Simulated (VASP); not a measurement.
## Sr2OsSO6: single point with PBE

Crystal: Sr2OsSO6.

```xyz
10
Lattice="0.0000 4.0024 4.0024 4.0024 0.0000 4.0024 4.0024 4.0024 0.0000" Properties=species:S:1:pos:R:3 pbc="T T T"
S     4.0024    4.0024    4.0024
Sr    2.0012    2.0012    2.0012
Sr    6.0036    6.0036    6.0036
Os    0.0000    0.0000    0.0000
O     1.8651    4.0024    4.0024
O     4.0024    1.8651    4.0024
O     6.1397    4.0024    4.0024
O     4.0024    6.1397    4.0024
O     4.0024    4.0024    1.8651
O     4.0024    4.0024    6.1397
```

The cell was built by a generator and needn't be a form met in nature.

```json
{"Program": "VASP 6.6.1", "Task": "single point", "Functional": "PBE", "Potentials or basis": "VASP PAW PBE potentials, release 64 (S, Sr_sv, Os, O)", "Cutoff": "520 eV", "k mesh": "4 × 4 × 4", "Occupations": "fermi-dirac, width 0.1 eV", "Spin": "no spin polarisation"}
```

- Pressure: 14.0 GPa
- Largest force: 3.044 eV/Å
- Band gap on the k mesh: none (metal or under the smearing width)

Forces on the atoms (eV/Å):
```
S    0.000  0.000  0.000
Sr   0.000  0.000  0.000
Sr   0.000  0.000  0.000
Os   0.000  0.000  0.000
O    3.044  0.000  0.000
O    0.000  3.044  0.000
O   -3.044  0.000  0.000
O    0.000 -3.044  0.000
O    0.000  0.000  3.044
O    0.000  0.000 -3.044
```

Levels at points of the mesh, in eV from the Fermi level:
```tsv
k point	band 33	band 34	band 35	band 36	band 37	band 38
(0.00, 0.00, 0.00)	-2.39	-0.34	-0.34	-0.34	1.00	1.00
(0.50, 0.00, 0.00)	-2.31	-0.78	-0.63	-0.63	0.44	0.44
(0.50, 0.50, 0.00)	-2.47	-0.64	0.63	0.63	1.38	1.38
```

It took 110 s on 1 thread of Intel(R) Xeon(R) Platinum 8488C (Sapphire Rapids), on a shared host, peak memory 0.28 GiB.

Caveat: forces of over 1 eV/Å show positions far from the minimum, so gaps and moduli don't describe the material at rest. The run has no spin-orbit coupling, so splittings on Os are missing.
